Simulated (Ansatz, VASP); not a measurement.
# Cu2Te: VASP beside Ansatz

Aim: how closely do two programs agree when they are given the same cell, functional and k mesh? The cell is generated by rule, not measured, and may not be a known phase. The cell is taken from a series of runs on this material, whose earlier steps may have relaxed, scaled, displaced or heated it; both programs get it as it stands.

Program: Ansatz 0.2.0. Level of theory: plane waves, with VASP 6.6.1 beside it; single point at PBEsol. Results are calculated unless marked as measured.

The structure was built from a prototype and need not be the compound's stable phase.

## (1) Set-up

It takes space group I4_1/amd (No. 141, tetragonal). The conventional cell has a = 7.845 Å, b = 7.845 Å, c = 11.095 Å, α = 90.00°, β = 90.00°, γ = 90.00°. Nearest to Te lie 4 Cu at 2.40 Å. Nearest to Cu lie 2 Te at 2.40 Å. Farther neighbours and most contacts between anions are not listed.

## (2) Ansatz: single point, PBEsol, pair 1

Ansatz runs on its default PAW (the set named soft_2) files.

A single point gives forces, pressure and levels at one fixed geometry, so differences don't come from the geometry; what else differs is listed under the comparison.

input.yaml

```yaml
crystal:
  lattice:
    - [5.5475960802, 5.5475960802, 0.0]
    - [5.5475960802, 0.0, 5.5475960802]
    - [5.5475960802, 0.0, -5.5475960802]
  atoms:
    - { symbol: Te, position: [0.0031747704, -0.0015873852, -0.0015873852] }
    - { symbol: Te, position: [-0.0031747704, 0.5015873852, 0.5015873852] }
    - { symbol: Te, position: [0.5031747704, 0.2484126148, 0.7484126148] }
    - { symbol: Te, position: [0.4968252296, 0.7515873852, 0.2515873852] }
    - { symbol: Cu, position: [0.2567207253, 0.1197929221, 0.8716396374] }
    - { symbol: Cu, position: [0.2432792747, 0.6302070779, 0.3783603626] }
    - { symbol: Cu, position: [0.7567207253, 0.1216396374, 0.8697929221] }
    - { symbol: Cu, position: [0.7432792747, 0.6283603626, 0.3802070779] }
    - { symbol: Cu, position: [0.2567207253, 0.6234863526, 0.8716396374] }
    - { symbol: Cu, position: [0.2432792747, 0.1265136474, 0.3783603626] }
    - { symbol: Cu, position: [0.7567207253, 0.1216396374, 0.3734863526] }
    - { symbol: Cu, position: [0.7432792747, 0.6283603626, 0.8765136474] }
kpoints:
  mp_grid: { grid: [4, 4, 4] }
hamiltonian:
  xc: pbesol
scf:
  occupations: { method: gaussian, width: 0.02 }
output:
  forces: true
  stress: true
  eigenvalues: true
```

Started as:

```bash
ansatz run input.yaml --threads 8 --pin off --max-ram 14336MiB --backend cpu --events-out ev --progress --plain --runs-dir out
```

Numbers of over 12 decimals in the logs are rounded to 6 here.

Log:

```text
Engine: ansatz 0.2.0, aarch64-unknown-linux-gnu
Pseudopotentials: kind: paw
Pseudopotential: Te, paw, valence charge 16, recommended cutoff 420 eV (normal), Te.paw.azcp
Pseudopotential: Cu, paw, valence charge 19, recommended cutoff 420 eV (normal), Cu.paw.azcp
Functional definition: PBEsol
  exchange = pbesol_x
  correlation = pbesol_c
Crystal: 12 atoms, lattice volume = 341.464 Å³
Basis set: ecut = 420 eV, 6615 PW (Γ), exchange–correlation on 108×108×108 points (8 copies of the dense FFT grid, shifted against one another)
Bands: 130, of which v1, the nominal top of the filled ones, is band 108 counted from 1 (107 counted from 0)
Symmetry: 16 space group operations
Space group: I41/amd (ITA 141), of the structure as read, at distance tolerance 7.0e-5 Å
k-points: 13 of 64
Non-local potential: Te, projectors of the file, l = 0: 2, l = 1: 2, l = 2: 2, l = 3: 2
Non-local potential: Cu, projectors of the file, l = 0: 3, l = 1: 2, l = 2: 3, l = 3: 1
PAW form: soft (Blöchl's): semilocal exchange-correlation on the pseudo side does not see the compensation charge
PAW frozen core: Te, regenerated for the run's functional, and the local potential with it (the file was generated under x = pbe(κ = 0.804, μ = 0.219515), c = pbe(β = 0.066725))
PAW frozen core: Cu, regenerated for the run's functional, and the local potential with it (the file was generated under x = pbe(κ = 0.804, μ = 0.219515), c = pbe(β = 0.066725))
PAW one-centre angular grid: Te, 590 points (default); XC on 64 Gauss nodes
PAW one-centre angular grid: Cu, 590 points (default); XC on 64 Gauss nodes
Initial density: superposition of atomic densities (neutral atoms: chi_scale 0, normalization atom), corrected by the library's trained network
Initial wavefunctions: pseudopotential atomic-orbital guess
Functional: x = pbesol(κ = 0.804, μ = 0.123457), c = pbesol(β = 0.046)
SCF iter   1: F=—  HF=-80310.984186 eV  |F-HF|=—  |Δ(HF+E_count)|=         —  Δρ=6.89e-3  dr2=1.13e-1  ethr=1.77e-3  ⟨swp⟩=6.4  Hψ=6679  notcnv=0  defer=29
preconditioner: auto → Resta (q_TF=auto, 2.528 Å⁻¹)  ε∞=9.3  [insulator: Δε(μ)=1.917 eV  Ē_g=7.364 eV  σ=0.020 eV  W_gap=1.00  n_scr=88 (ndim 8)  ℏωp=21.3 eV  f_vac=0.254  D(μ)=0.00/eV (n_scr^D=0)  ε∞_Penn≈9.3]
SCF iter   2: F=—  HF=-80310.976789 eV  |F-HF|=—  |Δ(HF+E_count)|=   7.40e-3  Δρ=5.60e-3  dr2=7.45e-2  ethr=5.22e-5  ⟨swp⟩=2.0  Hψ=3332  notcnv=0  defer=204
SCF iter   3: F=—  HF=-80310.958888 eV  |F-HF|=—  |Δ(HF+E_count)|=   1.79e-2  Δρ=1.52e-3  dr2=1.32e-2  ethr=3.45e-5  ⟨swp⟩=2.0  Hψ=2244  notcnv=0  defer=139
automatic band count: iteration 3 solves 125 bands in place of 130: the levels show a gap, and the empty bands left out lie too high to hold charge; the band table lists the bands solved (type scf.n_extra_bands for more)
SCF iter   4: F=—  HF=-80310.957445 eV  |F-HF|=—  |Δ(HF+E_count)|=   1.44e-3  Δρ=3.98e-4  dr2=1.31e-3  ethr=6.11e-6  ⟨swp⟩=2.0  Hψ=2296  notcnv=0  defer=139
SCF iter   5: F=—  HF=-80310.957745 eV  |F-HF|=—  |Δ(HF+E_count)|=   3.00e-4  Δρ=1.41e-4  dr2=1.04e-4  ethr=6.06e-7  ⟨swp⟩=2.0  Hψ=2214  notcnv=0  defer=139
SCF iter   6: F=—  HF=-80310.957844 eV  |F-HF|=—  |Δ(HF+E_count)|=   9.89e-5  Δρ=4.18e-5  dr2=4.91e-6  ethr=4.79e-8  ⟨swp⟩=2.0  Hψ=2214  notcnv=0  defer=139
SCF iter   7: F=—  HF=-80310.957777 eV  |F-HF|=—  |Δ(HF+E_count)|=   6.70e-5  Δρ=1.34e-5  dr2=5.34e-7  ethr=2.27e-9  ⟨swp⟩=2.0  Hψ=2474  notcnv=0  defer=139
SCF iter   8: F=-80310.957777 eV  HF=-80310.957777 eV  |F-HF|=1.40e-8  |Δ(HF+E_count)|=   2.58e-7  Δρ=1.90e-6  dr2=2.06e-8  ethr=4.63e-11  ⟨swp⟩=10.5  Hψ=6643  notcnv=0
SCF 1 converged in 8 iterations: F = -80310.957777 eV  dr2 = 2.06e-8
  greatest PAW one-centre occupation: 1.000 electrons in one spin orbital (limit 2), on the Cu atom at site 11 (counted from 0), in its partial waves of l = 0
SCF converged after 8 iterations
Free energy (F): -80310.957777 eV
Harris-Foulkes:  -80310.957777 eV  (|F-HF|=1.40e-8)
Internal energy: -80310.957777 eV  (E = F + TS)
E sigma→0 (E₀):  -80310.957777 eV
Fermi energy:    6.473276 eV
--- Per-component energies (eV) ---
  E_band       = -5503.871925
  E_kinetic    = 3130.765113
  E_local      = -52496.856712  (includes V_loc(G=0)·N_el)
  E_nonlocal   = 1985.736050
  E_hartree    = 24225.073678
  E_xc         = -1186.012589
  E_vxc        = -1313.678309  (∫ρ·V_xc dr)
  E_paw        = -31427.839092  (= ΣΔE_a)
  E_vpaw       = -5259.978376  (= ΣTr[D̂ρ^β])
  E_aug_tail   = 0.001363  (compensation charges beyond the density's cutoff)
  E_ewald      = -24544.974467
  E_core_change = 3.148878  (= ΣΔE_core)
  E_smearing   = -0.000000  (= −TS)
  E_closure    = 0.000000  (closes the sum)
  Σ components = -80310.957777   (vs F -80310.957777, Δ=0.00e0)
--- Forces (eV/Å), atoms counted from 1 ---
  atom   1  Te     0.00000000     0.01195903     0.00000000
  atom   2  Te     0.00000000    -0.01195903     0.00000000
  atom   3  Te     0.00000000     0.01195903     0.00000000
  atom   4  Te     0.00000000    -0.01195903     0.00000000
  atom   5  Cu    -0.00352961     0.01286216    -0.00352961
  atom   6  Cu     0.00352961    -0.01286216     0.00352961
  atom   7  Cu    -0.00352961     0.01286216     0.00352961
  atom   8  Cu     0.00352961    -0.01286216    -0.00352961
  atom   9  Cu     0.00352961     0.01286216     0.00352961
  atom  10  Cu    -0.00352961    -0.01286216    -0.00352961
  atom  11  Cu     0.00352961     0.01286216    -0.00352961
  atom  12  Cu    -0.00352961    -0.01286216     0.00352961
  max |Σ_I F_I| component: 1.73e-18 eV/Å
--- Stress (GPa, compression-positive) ---
       -0.023907       0.000000       0.000000
        0.000000      -0.020197       0.000000
        0.000000       0.000000      -0.023907
  P = ⅓ Tr σ = -0.0227 GPa (-0.227 kbar)
--- Band table (eV; the first three rows and the last of 13) ---
  k-point 0: bands = [... 104 lower, 5.1130, 5.4317, 5.4320, 5.4320, 7.4671, 7.4681, 7.5538, 9.5601, ... 13 higher]
  k-point 1: bands = [... 104 lower, 5.1938, 5.1971, 5.2412, 5.4485, 8.0909, 8.0928, 8.2105, 8.5518, ... 13 higher]
  k-point 2: bands = [... 104 lower, 5.1233, 5.1330, 5.4746, 5.4792, 8.7753, 8.8923, 9.0740, 9.0917, ... 13 higher]
  k-point 12: bands = [... 104 lower, 5.3096, 5.3096, 5.3727, 5.3727, 7.8374, 7.8374, 8.9202, 8.9202, ... 13 higher]
```

Reading the cycles: dr2 is the Hartree energy of the density residual (eV), the measure of convergence; HF is the Harris–Foulkes estimate of the energy, which meets the free energy F at convergence.

The run ends at a pressure of -0.02 GPa, with forces up to 0.014 eV/Å.

## (3) VASP: single point, PBEsol, pair 1

The same cell, functional, mesh and smearing now go to VASP, with its own data sets.

Lines of VASP's logs that name or quote its potential files are left out, and so is its time.

INCAR

```
SYSTEM = Cu2Te
PREC = Accurate
ENCUT = 600
EDIFF = 1E-06
NELM = 120
ISMEAR = 0
SIGMA = 0.02
LREAL = .FALSE.
ALGO = Normal
GGA = PS
NBANDS = 69
LASPH = .TRUE.
LORBIT = 11
LWAVE = .FALSE.
LCHARG = .FALSE.
ISIF = 2
GGA_COMPAT = .FALSE.
EFERMI = MIDGAP
KPAR = 2
```

POSCAR

```
Cu2Te
1.0
    5.5475960802      5.5475960802      0.0000000000
    5.5475960802      0.0000000000      5.5475960802
    5.5475960802      0.0000000000     -5.5475960802
Te Cu
4 8
Direct
    0.0031747704      0.9984126148      0.9984126148
    0.9968252296      0.5015873852      0.5015873852
    0.5031747704      0.2484126148      0.7484126148
    0.4968252296      0.7515873852      0.2515873852
    0.2567207253      0.1197929221      0.8716396374
    0.2432792747      0.6302070779      0.3783603626
    0.7567207253      0.1216396374      0.8697929221
    0.7432792747      0.6283603626      0.3802070779
    0.2567207253      0.6234863526      0.8716396374
    0.2432792747      0.1265136474      0.3783603626
    0.7567207253      0.1216396374      0.3734863526
    0.7432792747      0.6283603626      0.8765136474
```

KPOINTS

```
Automatic mesh
0
Gamma
4 4 4
0 0 0
```

The projector-augmented-wave data sets are Te and Cu (PBE family, release 64).

Started as:

```bash
mpirun -np 2 vasp_std
```

Log:

```text
[banner, memory and clock lines left out]
running    2 mpi-ranks, on    1 nodes
 distrk:  each k-point on    1 cores,    2 groups
 distr:  one band on    1 cores,    1 groups

 POSCAR found type information on POSCAR TeCu
 POSCAR found :  2 types and      12 ions
|                                                                             |
|               ----> ADVICE to this user running VASP <----                  |
|                                                                             |
|     You enforced a specific xc type in the INCAR file but a different       |
|     [... a line on the potential file left out ...]
|     I HOPE YOU KNOW WHAT YOU ARE DOING!                                     |
|                                                                             |

 LDA part: xc-table for (Slater+PW92), standard interpolation
 POSCAR, INCAR and KPOINTS ok, starting setup
 FFT: planning ... GRIDC
 FFT: planning ... GRID_SOFT
 FFT: planning ... GRID
 WAVECAR not read
 entering main loop
       N       E                     dE             d eps       ncg     rms          rms(c)
DAV:   1     0.998257981611E+03    0.99826E+03   -0.48351E+04  1794   0.205E+03
DAV:   2     0.869499048148E+02   -0.91131E+03   -0.88552E+03  1794   0.430E+02
DAV:   3    -0.381448996175E+02   -0.12509E+03   -0.11454E+03  2104   0.197E+02
DAV:   4    -0.472568121950E+02   -0.91119E+01   -0.89608E+01  2820   0.570E+01
DAV:   5    -0.474160455177E+02   -0.15923E+00   -0.15899E+00  2812   0.989E+00    0.173E+01
DAV:   6    -0.466632937472E+02    0.75275E+00   -0.74244E+01  2564   0.105E+02    0.115E+01
DAV:   7    -0.435165685174E+02    0.31467E+01   -0.16332E+01  2141   0.595E+01    0.503E+00
DAV:   8    -0.435839083666E+02   -0.67340E-01   -0.15927E+00  2796   0.834E+00    0.292E+00
DAV:   9    -0.435297652153E+02    0.54143E-01   -0.21652E-01  2536   0.635E+00    0.383E-01
DAV:  10    -0.435318220368E+02   -0.20568E-02   -0.17404E-02  2748   0.956E-01    0.201E-01
DAV:  11    -0.435323294132E+02   -0.50738E-03   -0.82942E-03  2338   0.114E+00    0.159E-01
DAV:  12    -0.435318105083E+02    0.51890E-03   -0.23434E-03  2116   0.680E-01    0.341E-02
DAV:  13    -0.435318017186E+02    0.87897E-05   -0.12584E-04  2583   0.622E-02    0.786E-03
DAV:  14    -0.435318031446E+02   -0.14260E-05   -0.16602E-05  2396   0.477E-02    0.847E-03
DAV:  15    -0.435318032521E+02   -0.10749E-06   -0.70073E-06  1895   0.336E-02
   1 F= -.43531803E+02 E0= -.43531803E+02  d E =0.000000E+00
```

OUTCAR, selected parts (step 3):

```text
ion  position               nearest neighbor table
   1  0.003  0.998  0.998-   5 2.40   9 2.40  11 2.40   7 2.40
   2  0.997  0.502  0.502-   8 2.40  12 2.40  10 2.40   6 2.40
   3  0.503  0.248  0.748-   7 2.40  11 2.40   9 2.40   5 2.40
   4  0.497  0.752  0.252-   6 2.40  10 2.40  12 2.40   8 2.40
   5  0.257  0.120  0.872-   1 2.40   3 2.40
   6  0.243  0.630  0.378-   4 2.40   2 2.40
   7  0.757  0.122  0.870-   3 2.40   1 2.40
   8  0.743  0.628  0.380-   2 2.40   4 2.40
   9  0.257  0.623  0.872-   1 2.40   3 2.40
  10  0.243  0.127  0.378-   4 2.40   2 2.40
  11  0.757  0.122  0.373-   3 2.40   1 2.40
  12  0.743  0.628  0.877-   2 2.40   4 2.40

  LATTYP: Found a face centered cubic cell.
 ALAT       =    11.0951921604

 Subroutine GETGRP returns: Found 16 space group operations
 (whereof  4 operations were pure point group operations)

The static configuration has the point symmetry C_2v.
 The point group associated with its full space group is D_4h.

 Found     13 irreducible k-points:

   k-points           NKPTS =     13   k-points in BZ     NKDIM =     13   number of bands    NBANDS=     69

   dimension x,y,z NGX =    64 NGY =   64 NGZ =   64
   dimension x,y,z NGXF=   128 NGYF=  128 NGZF=  128

   ENCUT  =  600.0 eV  44.10 Ry    6.64 a.u.  15.67 15.67 15.67*2*pi/ulx,y,z

   NELECT =     112.0000    total number of electrons

 k-points in reciprocal lattice and weights: Automatic mesh
   0.00000000  0.00000000  0.00000000       0.016
   0.25000000  0.00000000  0.00000000       0.031
   0.25000000  0.25000000  0.25000000       0.062
   0.50000000  0.00000000  0.00000000       0.016
   0.50000000  0.50000000  0.50000000       0.031
   0.00000000  0.25000000  0.00000000       0.125
   0.50000000  0.25000000  0.00000000       0.125
   0.25000000  0.25000000  0.50000000       0.250
   0.00000000  0.50000000  0.00000000       0.062
   0.25000000  0.50000000  0.00000000       0.062
  -0.25000000 -0.25000000  0.25000000       0.125
  -0.25000000  0.25000000  0.25000000       0.062
   0.25000000  0.50000000  0.50000000       0.031

 average (electrostatic) potential at core
       1 -91.3135       2 -91.3135       3 -91.3135       4 -91.3135       5 -67.4543
       6 -67.4543       7 -67.4543       8 -67.4543       9 -67.4543      10 -67.4543
      11 -67.4543      12 -67.4543

 E-fermi :   2.8307

 k-point     1 :       0.0000    0.0000    0.0000
  band No.  band energies     occupation
    ...
     52       1.4593      2.00000
     53       1.4593      2.00000
     54       1.7813      2.00000
     55       1.7815      2.00000
     56       1.7815      2.00000
     57       3.8295      0.00000
     58       3.8305      0.00000
     59       3.9168      0.00000
     60       5.9267      0.00000
     61       5.9267      0.00000
    ...

 k-point     2 :       0.2500    0.0000    0.0000
  band No.  band energies     occupation
    ...
     52       1.5061      2.00000
     53       1.5322      2.00000
     54       1.5322      2.00000
     55       1.7601      2.00000
     56       1.7601      2.00000
     57       4.2211      0.00000
     58       4.5881      0.00000
     59       4.8261      0.00000
     60       5.0068      0.00000
     61       5.6279      0.00000
    ...

 k-point     3 :       0.2500    0.2500    0.2500
  band No.  band energies     occupation
    ...
     52       1.5030      2.00000
     53       1.5304      2.00000
     54       1.5319      2.00000
     55       1.7600      2.00000
     56       1.7612      2.00000
     57       4.2209      0.00000
     58       4.5935      0.00000
     59       4.8188      0.00000
     60       5.0141      0.00000
     61       5.6279      0.00000
    ...

  Total        0.3176918      0.3261862      0.3176918      0.0000000     -0.0000000      0.0000000
  in kB        1.4906375      1.5304942      1.4906375      0.0000000     -0.0000000      0.0000000
  external PRESSURE =       1.5039231 kB  Pullay stress =       0.0000000 kB

  energy-cutoff  :      600.00
  volume of cell :      341.46
      direct lattice vectors                 reciprocal lattice vectors
     5.547596080  5.547596080  0.000000000     0.000000000  0.180258257  0.000000000
     5.547596080  0.000000000  5.547596080     0.090129129 -0.090129129  0.090129129
     5.547596080  0.000000000 -5.547596080     0.090129129 -0.090129129 -0.090129129

 POSITION                                       TOTAL-FORCE (eV/Angst)
 -----------------------------------------------------------------------------------
     11.09519      0.01761      0.00000         0.000000      0.011084      0.000000
     11.09519      5.52998      0.00000        -0.000000     -0.011084      0.000000
      8.32139      2.79141     -2.77380         0.000000      0.011084      0.000000
      8.32139      2.75619      2.77380        -0.000000     -0.011084      0.000000
      6.92425      1.42418     -4.17094        -0.003540      0.013065     -0.003540
      6.94474      1.34962      1.39714         0.003540     -0.013065      0.003540
      9.69805      4.19798     -4.15045        -0.003540      0.013065      0.003540
      9.71854      4.12341      1.37665         0.003540     -0.013065     -0.003540
      9.71854      1.42418     -1.37665         0.003540      0.013065      0.003540
      4.15045      1.34962     -1.39714        -0.003540     -0.013065     -0.003540
      6.94474      4.19798     -1.39714         0.003540      0.013065     -0.003540
     12.47185      4.12341     -1.37665        -0.003540     -0.013065      0.003540
 -----------------------------------------------------------------------------------
    total drift:                               -0.000000     -0.000000      0.000000

  FREE ENERGIE OF THE ION-ELECTRON SYSTEM (eV)
  ---------------------------------------------------
  free  energy   TOTEN  =       -43.5318032521 eV

  energy  without entropy=      -43.5318032521  energy(sigma->0) =      -43.53180325

 total charge
# of ion       s       p       d       tot
------------------------------------------
    1        1.323   2.123   0.067   3.512
    2        1.323   2.123   0.067   3.512
    3        1.323   2.123   0.067   3.512
    4        1.323   2.123   0.067   3.512
    5        0.442   0.232   9.289   9.963
    6        0.442   0.232   9.289   9.963
    7        0.442   0.232   9.289   9.963
    8        0.442   0.232   9.289   9.963
    9        0.442   0.232   9.289   9.963
   10        0.442   0.232   9.289   9.963
   11        0.442   0.232   9.289   9.963
   12        0.442   0.232   9.289   9.963
--------------------------------------------------
tot          8.826  10.345  74.579  93.750

[... 3 further parts left out ...]
```

The run ends at a pressure of 0.15 GPa, with forces up to 0.014 eV/Å.

## (4) Comparison

Known differences besides the potentials themselves: the data sets hold 216 valence electrons in Ansatz (on its default PAW (the set named soft_2) files) and 112 in VASP; the cutoff is 420 eV in Ansatz and 600 eV in VASP; Ansatz makes its cores anew for this functional, VASP keeps those of its PBE data sets. Total energies have different zeros and are not compared.

The two programs side by side:

```
              quantity  Ansatz   VASP  difference
        pressure (GPa)   -0.02   0.15       -0.17
gap on the k mesh (eV)   1.988  1.998      -0.010
```

A gap on the mesh is an upper bound, since the band edges may lie between its points.

(Continued in part 2 of 2.)

[Lines on the potential files, build, host, timing and source positions are cut from VASP's logs without a mark.]

[Logs are printed without paths, hosts, clocks, repeated set-up lines and the standing remarks that a program may print on its own settings, such as how far it seeks lower states.]

[Hosts, paths, dates, database ids (printed as entryN), source tags and the programs' standing remarks are cut or masked in the printed files.]
